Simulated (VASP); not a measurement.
The system is Zn.

```
Zn
1.0
     2.67000    0.00000    0.00000
    -1.33500    2.31229    0.00000
     0.00000    0.00000    4.96600
Zn
2
Direct
  0.33333 0.66667 0.25000
  0.66667 0.33333 0.75000
```

* Program: VASP 6.6.1
* Task: relaxation of cell and atoms
* Functional: RPBE
* Potentials or basis: VASP PAW PBE potentials, release 64 (Zn)
* Cutoff: 600 eV
* k mesh: 18 × 18 × 8
* Occupations: methfessel-paxton, width 0.1 eV
* Spin: no spin polarisation

At the start: pressure 2.5 GPa; volume 15.33 Å³/atom.

Task: Where does the relaxation end?

Result: Over 10 steps the energy falls by 7.4 meV/atom and the volume is 16.10 Å³/atom (+5.0 %); space group P6_3/mmc (No. 194, to 0.05 Å).

Step by step:
| step | energy change (eV) | largest force (eV/Å) | pressure (GPa) | volume (Å³) |
| --- | --- | --- | --- | --- |
| 1 | 0.0000 | 0.0000 | 2.53 | 30.66 |
| 2 | -0.0083 | 0.0000 | 0.11 | 31.74 |
| 3 | -0.0083 | 0.0000 | -0.02 | 31.82 |
| 4 | -0.0088 | 0.0000 | 0.04 | 31.84 |
| 5 | -0.0111 | 0.0000 | -0.04 | 31.92 |
| 6 | -0.0145 | 0.0000 | 0.17 | 32.07 |
| 7 | -0.0145 | 0.0000 | 0.27 | 32.13 |
| 8 | -0.0147 | 0.0000 | 0.20 | 32.10 |
| 9 | -0.0145 | 0.0000 | -0.29 | 32.42 |
| 10 | -0.0147 | 0.0000 | 0.00 | 32.20 |

Final structure:
```
Zn
1.0
     2.67175    0.00000    0.00000
    -1.33587    2.31380    0.00000
     0.00000    0.00000    5.20802
Zn
2
Cartesian
  0.0000 1.5425 1.3020
  1.3359 0.7713 3.9060
```

Caveat: the PAW data sets were made with another functional, which shifts forces and pressure a little.
